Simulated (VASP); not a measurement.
Here is the system:

```xyz
4
Lattice="1.2511 -2.1669 0.0000 1.2511 2.1669 0.0000 0.0000 0.0000 6.7168" Properties=species:S:1:pos:R:3 pbc="T T T"
B      1.2511     0.7223     1.6792
B      1.2511    -0.7223     5.0376
N      1.2511    -0.7223     1.6792
N      1.2511     0.7223     5.0376
```

Calculation: r2SCAN meta-GGA, VASP's PBE PAW potentials (set 64) (plane waves; VASP). Run with 520 eV cut-off, 11×11×4 Γ-centred mesh, tetrahedra with Blöchl corrections, potentials B N.

The cores are frozen, which limits the accuracy of field gradients.

Problem. Give the principal components of the electric field gradient (V/Å²) and the asymmetry η at each nucleus.

Solution. 
```csv
atom,Vxx,Vyy,Vzz,η
B1,-18.8,-18.8,37.7,0.00
B2,-18.8,-18.8,37.7,0.00
N3,-0.6,-0.6,1.2,0.00
N4,-0.6,-0.6,1.2,0.00
```

The compound is BN in the hex structure. It was relaxed first.
